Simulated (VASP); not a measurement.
# CaSc in VASP: further runs, part 2 of 3

VASP 6.6.1. The steps go on from the part before.

## Step 4: Work function, LDA

Contents of INCAR:

```
SYSTEM = CaSc
PREC = Accurate
ENCUT = 520
EDIFF = 1E-6
ISMEAR = -1
SIGMA = 0.05
LREAL = .FALSE.
LASPH = .TRUE.
NELM = 100
ALGO = Normal
ISIF = 2
LWAVE = .FALSE.
LCHARG = .TRUE.
LDIPOL = .TRUE.
IDIPOL = 3
DIPOL = 0.5 0.5 0.294
LELF = .TRUE.
LVHAR = .TRUE.
LVACPOTAV = .TRUE.
```

Contents of KPOINTS:

```
Automatic mesh
0
G
  4 8 1
  0 0 0
```

Contents of POSCAR:

```
CaSc
1.0
    6.5366700000      0.0000000000      0.0000000000
    0.0000000000      3.2053400000      0.0000000000
    0.0000000000      0.0000000000     23.8000000000
Ca Sc
1 1
Direct
    0.0000000000      0.0000000000      0.2941200000
    0.5000000000      0.0000000000      0.2941200000
```

Potentials or basis: VASP PAW LDA potentials, release 64 (Ca_sv, Sc_sv).

Command:

```console
$ cat potpaw_LDA.64/Ca_sv/POTCAR potpaw_LDA.64/Sc_sv/POTCAR > POTCAR
$ mpirun -np 1 vasp_std > vasp.out
```

OUTCAR:

```text
SYSTEM = CaSc
   PREC = Accurate
   ENCUT = 520
   EDIFF = 1E-6
   ISMEAR = -1
   LREAL = .FALSE.
   LASPH = .TRUE.
   NELM = 100
   ISIF = 2

 ion  position               nearest neighbor table
   1  0.000  0.000  0.294-   2 3.27   2 3.27
   2  0.500  0.000  0.294-   1 3.27   1 3.27

  LATTYP: Found a simple orthorhombic cell.
 ALAT       =     3.2053400000
 B/A-ratio  =     2.0393062826
 C/A-ratio  =     7.4251093488

  Lattice vectors:

[... 438 lines left out ...]

  FORCE on cell =-STRESS in cart. coord.  units (eV):
  Direction    XX          YY          ZZ          XY          YZ          ZX
  --------------------------------------------------------------------------------------
  -------------------------------------------------------------------------------------
  Total       -1.1068291     -1.0014702     -0.0155705      0.0000000      0.0000000      0.0000000
  in kB       -3.5561783     -3.2176662     -0.0500271      0.0000000      0.0000000      0.0000000
  external PRESSURE =      -2.2746239 kB  Pullay stress =       0.0000000 kB

 VOLUME and BASIS-vectors are now :
 -----------------------------------------------------------------------------
  energy-cutoff  :      520.00
  volume of cell :      498.66
      direct lattice vectors                 reciprocal lattice vectors
     6.536670000  0.000000000  0.000000000     0.152983094  0.000000000  0.000000000
     0.000000000  3.205340000  0.000000000     0.000000000  0.311979384  0.000000000
     0.000000000  0.000000000 23.800000000     0.000000000  0.000000000  0.042016807

 POSITION                                       TOTAL-FORCE (eV/Angst)
 -----------------------------------------------------------------------------------
      0.00000      0.00000      7.00006         0.000000      0.000000      0.000000
      3.26833      0.00000      7.00006         0.000000      0.000000     -0.000000
 -----------------------------------------------------------------------------------
    total drift:                                0.000000     -0.000000      0.000054

  FREE ENERGIE OF THE ION-ELECTRON SYSTEM (eV)
  ---------------------------------------------------
  free  energy   TOTEN  =        -5.5293675385 eV

  energy  without entropy=       -5.4565760593  energy(sigma->0) =       -5.49297180

 vacuum level on the upper side and lower side of the slab         0.886         0.886
```

stdout:

```text
POSCAR found type information on POSCAR CaSc
 POSCAR found :  2 types and       2 ions
 scaLAPACK will be used
 LDA part: xc-table for (Slater(with rela. corr.)+CA(PZ))
 , standard interpolation
[... 28 lines left out ...]
|     the parameter NBANDS in file INCAR to ensure that the highest band      |
|     is unoccupied at all k-points. It is always recommended to include      |
|     a few unoccupied bands to accelerate the convergence of                 |
|     molecular-dynamics runs (even for insulators or semiconductors),        |
|     since the presence of unoccupied bands improves wavefunction            |
|     prediction and helps to suppress 'band-crossings'.                      |
|                                                                             |
 -----------------------------------------------------------------------------
```

It took 2.5 min on 1 thread of Intel Xeon Platinum 8375C at 2.90GHz (Ice Lake), shared host; peak memory 0.45 GiB.

Results:

```
Free energy                     : -5.5294 eV
Band gap on the k mesh          : none (metal or under the smearing width)
Work function of the upper face : 3.33 eV
Work function of the lower face : 3.33 eV
```

Levels at points of the mesh, in eV from the Fermi level:
| k point | band 7 | band 8 | band 9 | band 10 | band 11 | band 12 | band 13 | band 14 |
| --- | --- | --- | --- | --- | --- | --- | --- | --- |
| (0.00, 0.00, 0.00) | -23.00 | -22.83 | -3.32 | -0.62 | -0.08 | -0.02 | 0.15 | 0.21 |
| (0.50, 0.00, 0.00) | -23.01 | -22.83 | -2.46 | -2.13 | -0.07 | 0.08 | 0.23 | 0.48 |
| (0.00, 0.50, 0.00) | -23.13 | -22.94 | -0.75 | -0.46 | -0.14 | 0.57 | 0.73 | 1.02 |
| (0.50, 0.50, 0.00) | -23.13 | -22.95 | -0.35 | -0.04 | 0.00 | 0.62 | 0.81 | 0.97 |

## Step 5: Work function, PBE

Edit INCAR of step 4 so:

```diff
@@ -16,2 +16,3 @@
 DIPOL = 0.5 0.5 0.294
+GGA = PE
 LELF = .TRUE.
```

KPOINTS is that of step 4.

POSCAR is that of step 4.

Potentials or basis: VASP PAW PBE potentials, release 64 (Ca_sv, Sc_sv).

Command:

```console
$ cat potpaw_PBE.64/Ca_sv/POTCAR potpaw_PBE.64/Sc_sv/POTCAR > POTCAR
$ mpirun -np 1 vasp_std > vasp.out
```

OUTCAR:

```text
SYSTEM = CaSc
   PREC = Accurate
   ENCUT = 520
   EDIFF = 1E-6
   ISMEAR = -1
   LREAL = .FALSE.
   LASPH = .TRUE.
   NELM = 100
   ISIF = 2
   GGA = PE

 ion  position               nearest neighbor table
   1  0.000  0.000  0.294-   2 3.27   2 3.27
   2  0.500  0.000  0.294-   1 3.27   1 3.27

  LATTYP: Found a simple orthorhombic cell.
 ALAT       =     3.2053400000
 B/A-ratio  =     2.0393062826
 C/A-ratio  =     7.4251093488

  Lattice vectors:

 A1 = (   0.0000000000,  -3.2053400000,   0.0000000000)
 A2 = (   6.5366700000,   0.0000000000,   0.0000000000)
 A3 = (   0.0000000000,   0.0000000000,  23.8000000000)

Analysis of symmetry for initial positions (statically):
=====================================================================
 Subroutine PRICEL returns:
 Original cell was already a primitive cell.

 Routine SETGRP: Setting up the symmetry group for a
 simple orthorhombic supercell.

 Subroutine GETGRP returns: Found  8 space group operations
 (whereof  4 operations were pure point group operations)
 out of a pool of  8 trial point group operations.

The static configuration has the point symmetry C_2v.
 The point group associated with its full space group is D_2h.

Analysis of symmetry for dynamics (positions and initial velocities):
=====================================================================
 Subroutine PRICEL returns:
 Original cell was already a primitive cell.

 Routine SETGRP: Setting up the symmetry group for a
 simple orthorhombic supercell.

 Subroutine GETGRP returns: Found  8 space group operations
 (whereof  4 operations were pure point group operations)
 out of a pool of  8 trial point group operations.

The dynamic configuration has the point symmetry C_2v.
 The point group associated with its full space group is D_2h.

 Subroutine INISYM returns: Found  8 space group operations
 (whereof  4 operations are pure point group operations),
 and found     1 'primitive' translations

[... 121 lines left out ...]

 dipolmoment           0.000000      0.000000     -0.000000 electrons x Angstroem

 number of electron      21.0000001 magnetization

 dipolmoment           0.000000      0.000000      0.000003 electrons x Angstroem

 Free energy of the ion-electron system (eV)
  ---------------------------------------------------
  ext. energy  EPLUGINS =         0.00000000
  ---------------------------------------------------
  free energy    TOTEN  =        -5.06833737 eV

  energy without entropy =       -4.99668713  energy(sigma->0) =       -5.03251225

 E-fermi :  -2.3217     XC(G=0):  -1.8684

 val. band max:       -2.3622527239   @ k =   0.0000   0.0000   0.0000
 cond. band min:      -2.3190866372   @ k =   0.5000   0.5000   0.0000
 fundamental gap:      0.0431660866
 Fermi energy:        -2.3217326056

 k-point     1 :       0.0000    0.0000    0.0000
  band No.  band energies     occupation
      1     -52.8082      2.00000
      2     -44.6046      2.00000
      3     -31.6570      2.00000
      4     -31.3925      2.00000
      5     -31.1247      2.00000
      6     -25.7065      2.00000
      7     -25.5240      2.00000
      8     -25.3658      2.00000
      9      -5.6556      2.00000
     10      -2.8832      1.99997
     11      -2.3894      1.58904
     12      -2.3623      1.38439
     13      -2.0843      0.01719
     14      -1.9551      0.00131
[... 224 lines left out ...]
      1     -52.7849      2.00000
      2     -44.5524      2.00000
      3     -31.6330      2.00000
      4     -31.3654      2.00000
      5     -31.3586      2.00000
      6     -25.8282      2.00000
      7     -25.6532      2.00000
      8     -25.4743      2.00000
      9      -2.7123      1.99919
     10      -2.4045      1.67921
     11      -2.3191      0.97355
     12      -1.6585      0.00000
     13      -1.4572      0.00000
     14      -1.3366      0.00000

------------------------ aborting loop because EDIFF is reached ----------------------------------------

  FORCE on cell =-STRESS in cart. coord.  units (eV):
  Direction    XX          YY          ZZ          XY          YZ          ZX
  --------------------------------------------------------------------------------------
  -------------------------------------------------------------------------------------
  Total       -0.0416985      0.0367922     -0.0164989      0.0000000      0.0000000      0.0000000
  in kB       -0.1339750      0.1182113     -0.0530100      0.0000000      0.0000000      0.0000000
  external PRESSURE =      -0.0229246 kB  Pullay stress =       0.0000000 kB

 VOLUME and BASIS-vectors are now :
 -----------------------------------------------------------------------------
  energy-cutoff  :      520.00
  volume of cell :      498.66
      direct lattice vectors                 reciprocal lattice vectors
     6.536670000  0.000000000  0.000000000     0.152983094  0.000000000  0.000000000
     0.000000000  3.205340000  0.000000000     0.000000000  0.311979384  0.000000000
     0.000000000  0.000000000 23.800000000     0.000000000  0.000000000  0.042016807

 POSITION                                       TOTAL-FORCE (eV/Angst)
 -----------------------------------------------------------------------------------
      0.00000      0.00000      7.00006         0.000000      0.000000      0.000000
      3.26833      0.00000      7.00006         0.000000      0.000000     -0.000000
 -----------------------------------------------------------------------------------
    total drift:                                0.000000     -0.000000      0.000034

  FREE ENERGIE OF THE ION-ELECTRON SYSTEM (eV)
  ---------------------------------------------------
  free  energy   TOTEN  =        -5.0683373742 eV

  energy  without entropy=       -4.9966871254  energy(sigma->0) =       -5.03251225

 vacuum level on the upper side and lower side of the slab         0.900         0.900
```

OSZICAR:

```text
N       E                     dE             d eps       ncg     rms          rms(c)
DAV:   1     0.181454936415E+03    0.18145E+03   -0.92298E+03   628   0.988E+02
DAV:   2     0.359177140359E+01   -0.17786E+03   -0.17614E+03   592   0.396E+02
DAV:   3    -0.540079981819E+01   -0.89926E+01   -0.85517E+01   692   0.768E+01
[... 16 lines left out ...]
DAV:  20    -0.506832048460E+01   -0.28745E-04   -0.30132E-06   438   0.685E-03    0.837E-04
DAV:  21    -0.506833266801E+01   -0.12183E-04   -0.37238E-06   432   0.460E-03    0.976E-04
DAV:  22    -0.506833555260E+01   -0.28846E-05   -0.24831E-06   378   0.252E-03    0.256E-04
DAV:  23    -0.506833701578E+01   -0.14632E-05   -0.10808E-06   372   0.216E-03    0.361E-04
DAV:  24    -0.506833737423E+01   -0.35845E-06   -0.90067E-07   324   0.170E-03
   1 F= -.50683374E+01 E0= -.50325122E+01  d E =-.716502E-01
```

Wall time 2.8 min (1 thread of Intel Xeon Platinum 8375C at 2.90GHz (Ice Lake), shared host); peak memory 0.53 GiB.

What came out:

```
Free energy                     : -5.0683 eV
Band gap on the k mesh          : none (metal or under the smearing width)
Work function of the upper face : 3.22 eV
Work function of the lower face : 3.22 eV
```

(Continued in part 3 of 3.)
